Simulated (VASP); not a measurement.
The cell holds one InP (zinc blende) (110) slab, with vacuum along c, ions free to move until forces fall under 0.03 eV/Å, no reconstruction beyond this cell, dipole correction on. Ionisation potential and electron affinity count from the cell's own band edges, surface states included.

Input:

```xyz
12
Lattice="5.8781 0.0000 0.0000 0.0000 4.1564 0.0000 0.0000 0.0000 27.4900" Properties=species:S:1:pos:R:3 pbc="T T T"
In     5.5602     0.0000    18.4982
In     3.0460     2.0782    16.9787
In     0.0955     0.0000    14.7341
In     3.0346     2.0782    12.7559
In     0.1069     0.0000    10.5113
In     2.6211     2.0782     8.9918
P      1.5746     0.0000    16.8399
P      4.3369     2.0782    19.1926
P      1.5516     0.0000    12.6519
P      4.4907     2.0782    14.8381
P      1.3978     0.0000     8.2974
P      4.5136     2.0782    10.6501
```

All values below come from PBEsol GGA, VASP's PBE PAW potentials (set 64) (plane waves; VASP 6.6.1). Numerical set-up: 400 eV cut-off, 4×5×1 Γ-centred mesh, Gaussian smearing of 0.050 eV, potentials In_d P.

Slab and bulk use different k-meshes, so the surface energy is good to a few per cent at best. Unless said otherwise, spin-orbit coupling is left out, though it shifts the bands of the heavy elements here.

Problem. Predict its surface energy, ionisation potential, electron affinity, band gap (on the k-mesh).

Solution. 
- surface energy = 0.69 J/m²
- ionisation potential = 5.17 eV
- electron affinity = 4.11 eV
- band gap (on the k-mesh) = 1.06 eV

The cell is a thin slab with vacuum, built from InP (zinc blende): (110) face.
